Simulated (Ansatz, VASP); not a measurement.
# Hf6SiO14 (amorphous 86HfO2-14SiO2 (mol %)): VASP beside Ansatz, part 2 of 3

Aim: how closely do two programs agree when they are given the same cell, functional and k mesh? Of the first pair: The structure shown is the start of the Ansatz relaxation below; VASP solves that cell, so the two are compared at the walk's first step.

VASP 6.6.1 and Ansatz 0.2.0.

So far: The starting structure; Ansatz: relaxation, PBE.

### Step 3. VASP: single point, PBE, start cell, pair 1

Level of this step: PBE; plane waves and PAW (Hf_pv, Si, O) (VASP).

The same cell, functional, mesh and smearing now go to VASP, with its own data sets.

Lines of VASP's logs that name or quote its potential files are left out, and so is its time.

INCAR reads:

```
SYSTEM = Hf6SiO14
PREC = Accurate
ENCUT = 520
EDIFF = 1E-06
NELM = 120
ISMEAR = -1
SIGMA = 0.025
LREAL = Auto
ALGO = Normal
GGA = PE
NBANDS = 360
LASPH = .TRUE.
LORBIT = 11
LWAVE = .FALSE.
LCHARG = .FALSE.
ISIF = 2
GGA_COMPAT = .FALSE.
EFERMI = MIDGAP
NCORE = 2
```

POSCAR reads:

```
Hf6SiO14
1.0
   10.5321000000      0.0000000000      0.0000000000
    0.0000000000     10.5321000000      0.0000000000
    0.0000000000      0.0000000000     10.5321000000
Hf Si O
24 4 56
Direct
    0.7450840763      0.2643632324      0.5841665005
    0.9877327409      0.9807540756      0.4053892386
    0.9127144634      0.8605881068      0.0826900618
    0.5570304118      0.9206046278      0.0687612157
    0.3493415368      0.5309957179      0.6265512101
    0.3929510734      0.6607134380      0.9201678678
    0.9704047626      0.0637194861      0.7770055355
    0.2293844532      0.4521700326      0.1996183097
    0.0747239392      0.6487879910      0.3687203881
    0.1236220697      0.7561739824      0.6639796432
    0.2338754854      0.3408437064      0.9120878077
    0.9099229973      0.4978399370      0.0534366366
    0.0293008992      0.1453461323      0.1323287853
    0.2533113054      0.9906761235      0.9103787469
    0.4301896108      0.2232793080      0.6435658606
    0.6087579875      0.6628497641      0.2029889576
    0.2441868193      0.8344204859      0.1876358941
    0.8520712868      0.4062342743      0.3140494298
    0.1083544592      0.2504438811      0.4951339239
    0.9374673617      0.4266765412      0.7621841798
    0.5174846422      0.1923263167      0.0987552340
    0.5960729579      0.4201441308      0.9019758643
    0.5978579770      0.9763674861      0.7730462111
    0.6149580805      0.9913597478      0.4104499577
    0.2897522811      0.9801559043      0.4794295535
    0.8455958451      0.5965287075      0.5764757266
    0.5184626048      0.3856780699      0.3691191690
    0.5933004814      0.7447802433      0.5283466735
    0.1542902175      0.1590281141      0.8628098860
    0.2626921507      0.6531176119      0.7653079633
    0.9134455617      0.3102989907      0.1507771480
    0.6239781240      0.7838037998      0.3760218760
    0.7164098328      0.8143200311      0.1125511531
    0.4215113795      0.9715441365      0.4132699082
    0.4504704665      0.7921117346      0.1700135775
    0.0741732418      0.1492674775      0.3286713951
    0.1527710523      0.9895842235      0.0930868488
    0.0305826948      0.5090058013      0.2213043932
    0.0113082861      0.8001158363      0.4942319196
    0.9584508313      0.6206169710      0.6803771328
    0.9414646652      0.0343616183      0.9756933565
    0.4141814073      0.0630928305      0.7662099676
    0.4838541222      0.5400062666      0.7880099885
    0.4489702908      0.3810825951      0.5104015344
    0.9053370173      0.5633444422      0.4370923178
    0.0385013435      0.7854463972      0.2253016967
    0.9361570817      0.6853998728      0.0002563591
    0.2764880698      0.8050436285      0.9892614009
    0.0482334957      0.4236761899      0.9219338973
    0.6498039327      0.3290416916      0.0684288983
    0.5833784336      0.8822646955      0.5966711292
    0.2403889063      0.6448761406      0.2564540785
    0.7752395059      0.5484566231      0.1988967063
    0.8004006798      0.0185433105      0.4537556613
    0.7933555511      0.4662033213      0.8933546016
    0.2825267516      0.1372280932      0.5281093039
    0.1948139497      0.3880992395      0.3806268455
    0.4576295326      0.2925722316      0.2643442428
    0.5178359491      0.5223364761      0.3073556081
    0.0797561740      0.3728885977      0.6429771840
    0.1916996610      0.6199808205      0.5283371787
    0.6006684327      0.2961897437      0.7338137693
    0.1818915506      0.2843402550      0.1009580236
    0.3950114412      0.0383874061      0.0490120679
    0.7917699224      0.9817035539      0.7513886120
    0.2864765811      0.5115029291      0.0158278026
    0.5876226014      0.1426686036      0.5449815326
    0.4276639986      0.3028265968      0.9585172947
    0.0359757313      0.0766323905      0.5809192849
    0.6727053484      0.3536996420      0.4003759934
    0.4775495865      0.6580928780      0.5481812744
    0.9075872808      0.2902270203      0.4613135082
    0.2600810854      0.8857587756      0.5906989109
    0.5170573770      0.8325595086      0.8910663590
    0.3151128455      0.3579722942      0.7294461693
    0.7965363033      0.4566705595      0.6240066084
    0.6166386571      0.0663210566      0.9526969930
    0.8768906486      0.2367239202      0.7361304963
    0.1943392106      0.9300234521      0.3642008716
    0.5487034874      0.5876320962      0.0254175331
    0.5939176423      0.0478442096      0.2190066558
    0.1015561949      0.9094007843      0.7953114763
    0.7264553128      0.6824754797      0.5706839092
    0.9135025304      0.0010254365      0.2203359254
```

KPOINTS reads:

```
Automatic mesh
0
Gamma
1 1 1
0 0 0
```

PAW data sets: Hf_pv, Si and O (PBE family, release 64).

Run with:

```bash
$ mpirun -np 8 vasp_gam
```

Numbers of over 12 decimals in the logs are rounded to 6 here.

Output:

```text
[banner, memory and clock lines left out]
running    8 mpi-ranks, on    1 nodes
[...]
LDA part: xc-table for (Slater+PW92), standard interpolation
 POSCAR, INCAR and KPOINTS ok, starting setup
[...]
entering main loop
       N       E                     dE             d eps       ncg     rms          rms(c)
DAV:   1     0.545447384745E+04    0.54545E+04   -0.37611E+05   728   0.169E+03
DAV:   2    -0.474468051444E+03   -0.59289E+04   -0.57088E+04   872   0.455E+02
DAV:   3    -0.952057590796E+03   -0.47759E+03   -0.47441E+03   840   0.116E+02
DAV:   4    -0.963482049281E+03   -0.11424E+02   -0.11383E+02   856   0.192E+01
[...]
DAV:  17    -0.807429109888E+03   -0.28345E-05   -0.27218E-05   880   0.108E-02    0.155E-02
DAV:  18    -0.807429111328E+03   -0.14396E-05   -0.79857E-06   744   0.646E-03    0.934E-03
DAV:  19    -0.807429111937E+03   -0.60941E-06   -0.20752E-06   576   0.341E-03
   1 F= -.80742911E+03 E0= -.80742911E+03  d E =0.000000E+00
```

OUTCAR, selected parts (step 3):

```text
  Total      -63.0084818    -62.9459712    -72.7626023    -10.3765627     -2.7468875      8.4842649
  in kB      -86.4101334    -86.3244061    -99.7869810    -14.2304678     -3.7670947     11.6353614
  external PRESSURE =     -90.8405068 kB  Pullay stress =       0.0000000 kB

 POSITION                                       TOTAL-FORCE (eV/Angst)
 -----------------------------------------------------------------------------------
      7.84730      2.78430      6.15250         0.121555     -0.154674      0.207200
     10.40290     10.32940      4.26960        -1.151988      0.261299      0.461100
[...]
2.57180      8.78820      1.97620         0.062964      0.192210     -0.172026
      8.97410      4.27850      3.30760        -0.080924     -1.058786      0.442198
      1.14120      2.63770      5.21480        -0.021194      0.754766      0.215519
      9.87350      4.49380      8.02740         1.565295     -1.172429     -0.835673
      5.45020      2.02560      1.04010         0.761967      2.512505     -0.029639
      6.27790      4.42500      9.49970         0.183258     -0.849114      1.272644
      6.29670     10.28320      8.14180         0.140802     -0.140227      1.363131
      6.47680     10.44110      4.32290        -0.069104      0.175413     -0.499512
      3.05170     10.32310      5.04940        -0.653386      0.984530      0.024176
      8.90590      6.28270      6.07150         0.727954     -0.807159     -0.077709
      5.46050      4.06200      3.88760         0.682952     -0.624540      0.114136
[...]
-----------------------------------------------------------------------------------
    total drift:                               -0.022777     -0.008709     -0.001516

  FREE ENERGIE OF THE ION-ELECTRON SYSTEM (eV)
  ---------------------------------------------------
  free  energy   TOTEN  =      -807.4291119372 eV

  energy  without entropy=     -807.4291119372  energy(sigma->0) =     -807.42911194

[... 3 further parts left out ...]
[key lines of the parts left out:]
E-fermi :   3.4346
```

The run ends at a pressure of -9.08 GPa, with forces up to 3.8 eV/Å.

### Step 4. Side by side

Known differences besides the potentials themselves: the data sets hold 976 valence electrons in Ansatz (on its default PAW (the set named soft_2) files) and 592 in VASP; the cutoff is 420 eV in Ansatz and 520 eV in VASP (PREC = Accurate, projectors in real space). Total energies have different zeros and are not compared.

Forces on 7 of the 84 atoms, those with the largest forces and the largest differences (eV/Å; atoms numbered as in POSCAR):

```csv
atom,"Ansatz x, y, z","VASP x, y, z"
Hf12,"-0.197, 1.906, -1.650","-0.179, 1.901, -1.619"
Hf20,"1.629, -1.151, -0.808","1.565, -1.172, -0.836"
Hf21,"0.749, 2.527, 0.021","0.762, 2.513, -0.030"
O34,"2.485, 0.061, -0.774","2.744, 0.078, -0.814"
O59,"0.203, 2.574, -0.967","0.281, 2.769, -1.084"
O71,"-2.638, -2.253, 0.833","-2.809, -2.409, 0.914"
O73,"-1.164, -1.870, 2.111","-1.284, -2.007, 2.226"
```

The forces differ by 62 meV/Å r.m.s., which is 8.8 % of the r.m.s. force of 0.711 eV/Å (both taken over all components).

### Step 5. Ansatz: relaxation, PBE

This run makes the geometry at which the two programs are then compared. The cell compared in this pair holds 1079.77 Å³, against 1168.27 Å³ for the pair before.

The structure compared here is the end of the Ansatz relaxation.

input.yaml reads:

```yaml
crystal:
  lattice:
    - [10.5321, 0.0, 0.0]
    - [0.0, 10.5321, 0.0]
    - [0.0, 0.0, 10.5321]
  atoms:
    - { symbol: Hf, position: [0.74508, 0.26436, 0.58417] }
    - { symbol: Hf, position: [0.98773, 0.98075, 0.40539] }
    - { symbol: Hf, position: [0.91271, 0.86059, 0.08269] }
    - { symbol: Hf, position: [0.55703, 0.9206, 0.06876] }
    - { symbol: Hf, position: [0.34934, 0.531, 0.62655] }
    - { symbol: Hf, position: [0.39295, 0.66071, 0.92017] }
    - { symbol: Hf, position: [0.9704, 0.06372, 0.77701] }
    - { symbol: Hf, position: [0.22938, 0.45217, 0.19962] }
    - { symbol: Hf, position: [0.07472, 0.64879, 0.36872] }
    - { symbol: Hf, position: [0.12362, 0.75617, 0.66398] }
    - { symbol: Hf, position: [0.23388, 0.34084, 0.91209] }
    - { symbol: Hf, position: [0.90992, 0.49784, 0.05344] }
    - { symbol: Hf, position: [0.0293, 0.14535, 0.13233] }
    - { symbol: Hf, position: [0.25331, 0.99068, 0.91038] }
    - { symbol: Hf, position: [0.43019, 0.22328, 0.64357] }
    - { symbol: Hf, position: [0.60876, 0.66285, 0.20299] }
    - { symbol: Hf, position: [0.24419, 0.83442, 0.18764] }
    - { symbol: Hf, position: [0.85207, 0.40623, 0.31405] }
    - { symbol: Hf, position: [0.10835, 0.25044, 0.49513] }
    - { symbol: Hf, position: [0.93747, 0.42668, 0.76218] }
    - { symbol: Hf, position: [0.51748, 0.19233, 0.09876] }
    - { symbol: Hf, position: [0.59607, 0.42014, 0.90198] }
    - { symbol: Hf, position: [0.59786, 0.97637, 0.77305] }
    - { symbol: Hf, position: [0.61496, 0.99136, 0.41045] }
    - { symbol: Si, position: [0.28975, 0.98016, 0.47943] }
    - { symbol: Si, position: [0.8456, 0.59653, 0.57648] }
    - { symbol: Si, position: [0.51846, 0.38568, 0.36912] }
    - { symbol: Si, position: [0.5933, 0.74478, 0.52835] }
    - { symbol: O, position: [0.15429, 0.15903, 0.86281] }
    - { symbol: O, position: [0.26269, 0.65312, 0.76531] }
    - { symbol: O, position: [0.91345, 0.3103, 0.15078] }
    - { symbol: O, position: [0.62398, 0.7838, 0.37602] }
    - { symbol: O, position: [0.71641, 0.81432, 0.11255] }
    - { symbol: O, position: [0.42151, 0.97154, 0.41327] }
    - { symbol: O, position: [0.45047, 0.79211, 0.17001] }
    - { symbol: O, position: [0.07417, 0.14927, 0.32867] }
    - { symbol: O, position: [0.15277, 0.98958, 0.09309] }
    - { symbol: O, position: [0.03058, 0.50901, 0.2213] }
    - { symbol: O, position: [0.01131, 0.80012, 0.49423] }
    - { symbol: O, position: [0.95845, 0.62062, 0.68038] }
    - { symbol: O, position: [0.94146, 0.03436, 0.97569] }
    - { symbol: O, position: [0.41418, 0.06309, 0.76621] }
    - { symbol: O, position: [0.48385, 0.54001, 0.78801] }
    - { symbol: O, position: [0.44897, 0.38108, 0.5104] }
    - { symbol: O, position: [0.90534, 0.56334, 0.43709] }
    - { symbol: O, position: [0.0385, 0.78545, 0.2253] }
    - { symbol: O, position: [0.93616, 0.6854, 0.00026] }
    - { symbol: O, position: [0.27649, 0.80504, 0.98926] }
    - { symbol: O, position: [0.04823, 0.42368, 0.92193] }
    - { symbol: O, position: [0.6498, 0.32904, 0.06843] }
    - { symbol: O, position: [0.58338, 0.88226, 0.59667] }
    - { symbol: O, position: [0.24039, 0.64488, 0.25645] }
    - { symbol: O, position: [0.77524, 0.54846, 0.1989] }
    - { symbol: O, position: [0.8004, 0.01854, 0.45376] }
    - { symbol: O, position: [0.79336, 0.4662, 0.89335] }
    - { symbol: O, position: [0.28253, 0.13723, 0.52811] }
    - { symbol: O, position: [0.19481, 0.3881, 0.38063] }
    - { symbol: O, position: [0.45763, 0.29257, 0.26434] }
    - { symbol: O, position: [0.51784, 0.52234, 0.30736] }
    - { symbol: O, position: [0.07976, 0.37289, 0.64298] }
    - { symbol: O, position: [0.1917, 0.61998, 0.52834] }
    - { symbol: O, position: [0.60067, 0.29619, 0.73381] }
    - { symbol: O, position: [0.18189, 0.28434, 0.10096] }
    - { symbol: O, position: [0.39501, 0.03839, 0.04901] }
    - { symbol: O, position: [0.79177, 0.9817, 0.75139] }
    - { symbol: O, position: [0.28648, 0.5115, 0.01583] }
    - { symbol: O, position: [0.58762, 0.14267, 0.54498] }
    - { symbol: O, position: [0.42766, 0.30283, 0.95852] }
    - { symbol: O, position: [0.03598, 0.07663, 0.58092] }
    - { symbol: O, position: [0.67271, 0.3537, 0.40038] }
    - { symbol: O, position: [0.47755, 0.65809, 0.54818] }
    - { symbol: O, position: [0.90759, 0.29023, 0.46131] }
    - { symbol: O, position: [0.26008, 0.88576, 0.5907] }
    - { symbol: O, position: [0.51706, 0.83256, 0.89107] }
    - { symbol: O, position: [0.31511, 0.35797, 0.72945] }
    - { symbol: O, position: [0.79654, 0.45667, 0.62401] }
    - { symbol: O, position: [0.61664, 0.06632, 0.9527] }
    - { symbol: O, position: [0.87689, 0.23672, 0.73613] }
    - { symbol: O, position: [0.19434, 0.93002, 0.3642] }
    - { symbol: O, position: [0.5487, 0.58763, 0.02542] }
    - { symbol: O, position: [0.59392, 0.04784, 0.21901] }
    - { symbol: O, position: [0.10156, 0.9094, 0.79531] }
    - { symbol: O, position: [0.72646, 0.68248, 0.57068] }
    - { symbol: O, position: [0.9135, 0.00103, 0.22034] }
kpoints:
  mp_grid: { grid: [1, 1, 1] }
hamiltonian:
  xc: pbe
scf:
  occupations: { method: fermi_dirac, width: 0.025 }
output:
  forces: true
relax:
  f_tol: 0.04
  max_steps: 250
  cell: {}
```

Run with:

```bash
$ ansatz run input.yaml --threads 4 --pin off --max-ram 8192MiB --backend cpu --events-out ev --progress --plain --runs-dir out
```

Output:

```text
[...]
Crystal: 84 atoms, lattice volume = 1168.275 Å³
Basis set: ecut = 420 eV, 22887 PW (Γ), exchange–correlation on 144×144×144 points (8 copies of the dense FFT grid, shifted against one another)
Bands: 586, of which v1, the nominal top of the filled ones, is band 488 counted from 1 (487 counted from 0)
Symmetry: 1 space group operations
[...]
k-points: 1
[...]
- { symbol: O, position: [0.918906, 0.316599, 0.147113] }
    - { symbol: O, position: [0.626582, 0.769026, 0.370204] }
    - { symbol: O, position: [0.735119, 0.805120, 0.098533] }
    - { symbol: O, position: [0.407981, 0.947487, 0.365555] }
    - { symbol: O, position: [0.467020, 0.771745, 0.141394] }
    - { symbol: O, position: [0.090466, 0.157264, 0.322241] }
[...]
- { symbol: O, position: [0.614673, 0.038982, 0.212711] }
    - { symbol: O, position: [0.092991, 0.918982, 0.800311] }
    - { symbol: O, position: [0.704359, 0.673158, 0.598838] }
    - { symbol: O, position: [0.905960, 0.037116, 0.215351] }
[key lines of the parts left out:]
P = ⅓ Tr σ = -0.0216 GPa (-0.216 kbar)
```

[end of part 2 of 3]

[Lines on the potential files, build, host, timing and source positions are cut from VASP's logs without a mark.]

[Logs are printed without paths, hosts, clocks, repeated set-up lines and the standing remarks that a program may print on its own settings, such as how far it seeks lower states.]

[Hosts, paths, dates, database ids (printed as entryN), source tags and the programs' standing remarks are cut or masked in the printed files.]
